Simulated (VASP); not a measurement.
Output of a VASP run:

### OUTCAR
```
 ion  position               nearest neighbor table
   1  0.500  0.999  0.999-  34 2.46  63 2.47  47 2.48  55 2.48
   2  0.750  0.251  0.001-  35 2.48  34 2.48  56 2.49  45 2.49
   3  0.750  0.999  0.249-  34 2.47  40 2.48  36 2.48  50 2.48
   4  0.000  0.000  1.000-  40 2.48  37 2.48  64 2.48  45 2.48
   5  0.251  0.251  0.001-  37 2.48  55 2.48  38 2.48  61 2.49
   6  0.501  0.500  0.002-  39 2.48  38 2.49  56 2.49  62 2.49
   7  0.750  0.751  0.999-  39 2.46  63 2.47  40 2.48  57 2.48
   8  0.249  0.999  0.250-  41 2.46  58 2.46  47 2.48  37 2.48
   9  0.503  0.242  0.254-  41 2.48  34 2.48  10 2.52  38 2.54
  10  0.623  0.382  0.374-  22 2.46  11 2.47   9 2.52  13 2.59
  11  0.753  0.501  0.251-  10 2.47  42 2.50  35 2.50  39 2.52
  12  0.499  0.999  0.500-  41 2.47  60 2.48  43 2.48  50 2.49
  13  0.749  0.243  0.499-  36 2.48  43 2.48  44 2.52  10 2.59
  14  0.750  0.999  0.751-  63 2.47  43 2.47  45 2.48  54 2.48
  15  0.001  0.500  0.999-  35 2.45  61 2.46  57 2.48  46 2.48
  16  0.250  0.750  0.000-  62 2.48  46 2.48  47 2.48  64 2.49
  17  1.000  0.251  0.249-  35 2.47  37 2.48  48 2.49  36 2.49
  18  0.252  0.500  0.251-  49 2.48  38 2.49  48 2.49  46 2.49
  19  0.500  0.749  0.250-  49 2.48  39 2.48  50 2.49  47 2.49
  20  0.001  0.999  0.500-  58 2.47  36 2.47  54 2.48  51 2.48
  21  0.251  0.251  0.501-  52 2.48  41 2.48  51 2.49  48 2.49
  22  0.499  0.501  0.503-  10 2.46  53 2.50  52 2.50  49 2.51
  23  0.750  0.749  0.500-  53 2.48  42 2.48  50 2.49  54 2.49
  24  0.250  0.000  0.750-  60 2.48  55 2.48  64 2.48  51 2.48
  25  0.499  0.251  0.750-  52 2.47  55 2.48  56 2.49  43 2.49
  26  0.749  0.501  0.749-  53 2.47  56 2.49  57 2.49  44 2.49
  27  0.002  0.751  0.250-  42 2.45  58 2.46  40 2.48  46 2.48
  28  0.999  0.501  0.499-  42 2.47  48 2.49  59 2.49  44 2.49
  29  0.249  0.751  0.500-  49 2.45  58 2.47  59 2.49  60 2.49
  30  0.999  0.250  0.750-  45 2.48  51 2.48  61 2.48  44 2.49
  31  0.248  0.500  0.752-  52 2.45  61 2.46  59 2.48  62 2.48
  32  0.500  0.751  0.752-  53 2.45  63 2.47  60 2.48  62 2.49
  33  1.000  0.750  0.750-  59 2.48  57 2.48  54 2.48  64 2.49
  34  0.626  0.122  0.122-   1 2.46   3 2.47   9 2.48   2 2.48
  35  0.878  0.376  0.122-  15 2.45  17 2.47   2 2.48  11 2.50
  36  0.877  0.122  0.373-  20 2.47  13 2.48   3 2.48  17 2.49
  37  0.125  0.125  0.125-   4 2.48   8 2.48   5 2.48  17 2.48
  38  0.377  0.373  0.127-   5 2.48   6 2.49  18 2.49   9 2.54
  39  0.627  0.627  0.124-   7 2.46   6 2.48  19 2.48  11 2.52
  40  0.876  0.874  0.124-   4 2.48   3 2.48  27 2.48   7 2.48
  41  0.371  0.121  0.376-   8 2.46  12 2.47   9 2.48  21 2.48
  42  0.879  0.629  0.374-  27 2.45  28 2.47  23 2.48  11 2.50
  43  0.623  0.123  0.627-  14 2.47  13 2.48  12 2.48  25 2.49
  44  0.873  0.375  0.624-  28 2.49  30 2.49  26 2.49  13 2.52
  45  0.875  0.125  0.875-  14 2.48  30 2.48   4 2.48   2 2.49
  46  0.126  0.625  0.125-  16 2.48  15 2.48  27 2.48  18 2.49
  47  0.375  0.875  0.125-  16 2.48   1 2.48   8 2.48  19 2.49
  48  0.125  0.375  0.375-  17 2.49  21 2.49  28 2.49  18 2.49
  49  0.373  0.628  0.376-  29 2.45  18 2.48  19 2.48  22 2.51
  50  0.625  0.875  0.375-   3 2.48  12 2.49  23 2.49  19 2.49
  51  0.125  0.125  0.625-  20 2.48  30 2.48  24 2.48  21 2.49
  52  0.371  0.376  0.629-  31 2.45  25 2.47  21 2.48  22 2.50
  53  0.624  0.629  0.629-  32 2.45  26 2.47  23 2.48  22 2.50
  54  0.875  0.875  0.625-  20 2.48  14 2.48  33 2.48  23 2.49
  55  0.375  0.125  0.875-  24 2.48   1 2.48   5 2.48  25 2.48
  56  0.625  0.375  0.875-  25 2.49  26 2.49   2 2.49   6 2.49
  57  0.875  0.625  0.875-  33 2.48  15 2.48   7 2.48  26 2.49
  58  0.125  0.876  0.375-   8 2.46  27 2.46  20 2.47  29 2.47
  59  0.125  0.625  0.625-  33 2.48  31 2.48  29 2.49  28 2.49
  60  0.374  0.874  0.626-  24 2.48  12 2.48  32 2.48  29 2.49
  61  0.125  0.375  0.875-  31 2.46  15 2.46  30 2.48   5 2.49
  62  0.375  0.625  0.876-  16 2.48  31 2.48  32 2.49   6 2.49
  63  0.625  0.876  0.875-   1 2.47  32 2.47  14 2.47   7 2.47
  64  0.125  0.875  0.875-  24 2.48   4 2.48  33 2.49  16 2.49
 Subroutine IBZKPT returns following result:
 Found      1 irreducible k-points:

 Following reciprocal coordinates:
            Coordinates               Weight
  0.000000  0.000000  0.000000      1.000000
 Subroutine IBZKPT_HF returns following result:
   k-points           NKPTS =      1   k-points in BZ     NKDIM =      1   number of bands    NBANDS=    160
   number of dos      NEDOS =    301   number of ions     NIONS =     64
   total plane-waves  NPLWV = 175616
   dimension x,y,z NGX =    56 NGY =   56 NGZ =   56
   dimension x,y,z NGXF=   112 NGYF=  112 NGZF=  112
   ions per type =              33  31
   PREC   = normal    normal or accurate (medium, high low for compatibility)
   ISTART =      1    job   : 0-new  1-cont  2-samecut
...
```

### OSZICAR
```
       N       E                     dE             d eps       ncg     rms          rms(c)
DAV:   1    -0.338728805587E+03   -0.33873E+03   -0.22581E+01   776   0.999E+00    0.454E+01
DAV:   2    -0.338903060525E+03   -0.17425E+00   -0.70108E-01   768   0.179E+00    0.346E+01
DAV:   3    -0.338874568149E+03    0.28492E-01   -0.20819E-02   720   0.301E-01    0.213E+01
DAV:   4    -0.338862919390E+03    0.11649E-01   -0.53240E-03   696   0.132E-01    0.127E+01
DAV:   5    -0.338858987698E+03    0.39317E-02   -0.16623E-03   704   0.726E-02    0.749E+00
DAV:   6    -0.338857637321E+03    0.13504E-02   -0.45150E-04   696   0.398E-02    0.438E+00
DAV:   7    -0.338857188647E+03    0.44867E-03   -0.14708E-04   728   0.237E-02    0.251E+00
DAV:   8    -0.338857051597E+03    0.13705E-03   -0.48814E-05   576   0.140E-02    0.144E+00
DAV:   9    -0.338857016068E+03    0.35529E-04   -0.19015E-05   400   0.955E-03    0.840E-01
DAV:  10    -0.338857012300E+03    0.37675E-05   -0.10615E-05   368   0.729E-03
   1 F= -.33885701E+03 E0= -.33885701E+03  d E =-.156621E-15  mag=     1.0000
```

**OUTCAR**
```
------------------------ aborting loop because EDIFF is reached ----------------------------------------
  volume of cell :     1506.97
      direct lattice vectors                 reciprocal lattice vectors
    11.464846211  0.000000000  0.000000000     0.087223150  0.000000000  0.000000000
     0.000000000 11.464846211  0.000000000     0.000000000  0.087223150  0.000000000
     0.000000000  0.000000000 11.464846211     0.000000000  0.000000000  0.087223150
  FREE ENERGIE OF THE ION-ELECTRON SYSTEM (eV)
  ---------------------------------------------------
  free  energy   TOTEN  =      -338.8570123005 eV

  energy  without entropy=     -338.8570123005  energy(sigma->0) =     -338.85701230

  exchange ACFDT corr.  =         0.00000000  see jH, gK, PRB 81, 115126

 total charge

# of ion       s       p       d       tot
------------------------------------------
    1        0.451   0.379   0.000   0.829
    2        0.448   0.372   0.000   0.820
    3        0.449   0.374   0.000   0.823
    4        0.449   0.374   0.000   0.824
    5        0.451   0.372   0.000   0.823
    6        0.449   0.372   0.000   0.820
    7        0.451   0.377   0.000   0.828
    8        0.451   0.379   0.000   0.830
    9        0.480   0.375   0.000   0.855
   10        0.507   0.467   0.000   0.974
   11        0.484   0.387   0.000   0.870
   12        0.449   0.374   0.000   0.823
   13        0.475   0.364   0.000   0.839
   14        0.451   0.376   0.000   0.827
   15        0.451   0.380   0.000   0.830
   16        0.449   0.376   0.000   0.825
   17        0.449   0.373   0.000   0.821
   18        0.449   0.372   0.000   0.820
   19        0.449   0.372   0.000   0.820
   20        0.451   0.376   0.000   0.827
   21        0.449   0.372   0.000   0.820
   22        0.483   0.388   0.000   0.871
   23        0.449   0.372   0.000   0.820
   24        0.449   0.374   0.000   0.824
   25        0.449   0.373   0.000   0.821
   26        0.449   0.372   0.000   0.821
   27        0.451   0.380   0.000   0.830
   28        0.449   0.373   0.000   0.821
   29        0.451   0.377   0.000   0.828
   30        0.451   0.372   0.000   0.823
   31        0.451   0.380   0.000   0.831
   32        0.451   0.379   0.000   0.830
   33        0.449   0.375   0.000   0.824
   34        1.200   1.723   0.024   2.948
   35        1.200   1.723   0.024   2.948
   36        1.201   1.717   0.024   2.942
   37        1.199   1.719   0.023   2.942
   38        1.204   1.694   0.023   2.921
   39        1.202   1.712   0.024   2.938
   40        1.199   1.720   0.023   2.943
   41        1.200   1.725   0.024   2.949
   42        1.200   1.724   0.024   2.948
   43        1.201   1.715   0.024   2.940
   44        1.203   1.697   0.023   2.923
   45        1.200   1.719   0.023   2.941
   46        1.199   1.718   0.023   2.940
   47        1.199   1.719   0.023   2.941
   48        1.199   1.716   0.023   2.938
   49        1.201   1.716   0.024   2.941
   50        1.199   1.717   0.023   2.938
   51        1.200   1.719   0.023   2.941
   52        1.200   1.724   0.024   2.948
...
```
(Selected blocks of OUTCAR.)

File POSCAR:
```
Al33As31
1
   11.4648462108     0.0000000000     0.0000000000
    0.0000000000    11.4648462108     0.0000000000
    0.0000000000     0.0000000000    11.4648462108
Al As
33 31
Direct
  0.4999375296   0.9990344779   0.9992795393
  0.7504509192   0.2506440633   0.0008680843
  0.7500096282   0.9988221560   0.2489359759
  0.0001526925   0.0002861567   0.9999032425
  0.2507287003   0.2507217032   0.0008372550
  0.5006873306   0.5000260890   0.0019310873
  0.7496967844   0.7505133945   0.9989495593
  0.2487441420   0.9986760076   0.2500153330
  0.5028107109   0.2418083817   0.2541582732
  0.6226944476   0.3817648137   0.3738921174
  0.7533510213   0.5006166090   0.2508653728
  0.4987986604   0.9987473992   0.5002493876
  0.7493189500   0.2429289059   0.4986237196
  0.7500678495   0.9994988199   0.7507632038
  0.0011822457   0.4998663204   0.9989949392
  0.2503472270   0.7496789760   0.0004445584
  0.9999896867   0.2510792604   0.2488230454
  0.2516912557   0.5002038874   0.2507709760
  0.4999822561   0.7486433276   0.2501358521
  0.0006817863   0.9993440468   0.5002551877
  0.2505252654   0.2506276221   0.5009897115
  0.4992223180   0.5011261168   0.5032510249
  0.7498683377   0.7490175699   0.5002251092
  0.2498241324   0.0003075490   0.7503278130
  0.4986133980   0.2511780078   0.7499325078
  0.7489249239   0.5008749076   0.7491548230
  0.0018465587   0.7511658199   0.2501247192
  0.9991789906   0.5007731902   0.4991209587
  0.2485911194   0.7507258429   0.4997958924
  0.9993187996   0.2504858789   0.7496513661
  0.2484239393   0.4999150986   0.7518025713
  0.5000611900   0.7512527227   0.7522305050
  0.9998052805   0.7498343277   0.7499551643
  0.6256101032   0.1216184447   0.1223073387
  0.8779790517   0.3761840571   0.1221986573
  0.8772272609   0.1223559034   0.3731858860
  0.1253201301   0.1250438416   0.1248563749
  0.3770997416   0.3732222239   0.1273079060
  0.6265340542   0.6269285887   0.1235071993
  0.8758158756   0.8744445658   0.1242320700
  0.3713098448   0.1209945013   0.3761570305
  0.8785651061   0.6288981229   0.3744162709
  0.6232288975   0.1226910010   0.6269320303
  0.8734407564   0.3747437194   0.6235303747
  0.8749473574   0.1252809886   0.8748936632
  0.1255975482   0.6247290008   0.1250046662
  0.3749833697   0.8748882851   0.1251016406
  0.1251869067   0.3750800947   0.3750770411
  0.3727724295   0.6275200506   0.3764565716
  0.6249197797   0.8746341145   0.3750437608
  0.1245970739   0.1252587761   0.6252462093
  0.3714726296   0.3763269607   0.6286408754
  0.6238700842   0.6288042896   0.6286406287
  0.8749152012   0.8751668565   0.6251232657
  0.3748629078   0.1250785790   0.8754088171
  0.6249714647   0.3751130727   0.8751165589
  0.8751602456   0.6248222935   0.8747168266
  0.1247526792   0.8756567087   0.3750771031
  0.1246320316   0.6248368392   0.6253710392
  0.3741950727   0.8744009997   0.6260300277
  0.1247380687   0.3748512372   0.8751983028
  0.3749205048   0.6246460734   0.8759318527
  0.6250496645   0.8758325380   0.8751651044
  0.1250130804   0.8749158215   0.8751200297
```

Task: Reconstruct the remaining input files.

Result: One answer among several that fit: the input of the run itself, HSE06 screened hybrid, plane waves, VASP's PBE PAW potentials (set 64).

### INCAR
```
SYSTEM = Al33As31
PREC = Normal
ENCUT = 400
EDIFF = 1E-5
NELM = 50
ALGO = Normal
LREAL = Auto
LASPH = .TRUE.
ISMEAR = 0
SIGMA = 0.05
GGA = PE
LMAXMIX = 4
LWAVE = .FALSE.
LCHARG = .FALSE.
NELMIN = 4
ISYM = 0
NELECT = 255.0
ISPIN = 2
NUPDOWN = 1
MAGMOM = 64*0.0156
LORBIT = 10
HFSCREEN = 0.2
AEXX = 0.25
LHFCALC = .TRUE.
PRECFOCK = Fast
ISIF = 0
```

### KPOINTS
```
Automatic mesh
0
Gamma
1 1 1
0 0 0
```

POTCAR, in this order: Al As (PBE.64 set). Program: vasp_gam. Read from the step before: WAVECAR.

The cell is charged, with a uniform compensating background. The supercell is sampled at Γ alone, which is coarse: total energies, pressure and levels can be off, energies of defects by several tenths of an eV.

The cell is a supercell with a defect, built from AlAs (zinc blende): Al_As, charge -1. The cell's shape comes from a PBE relaxation.
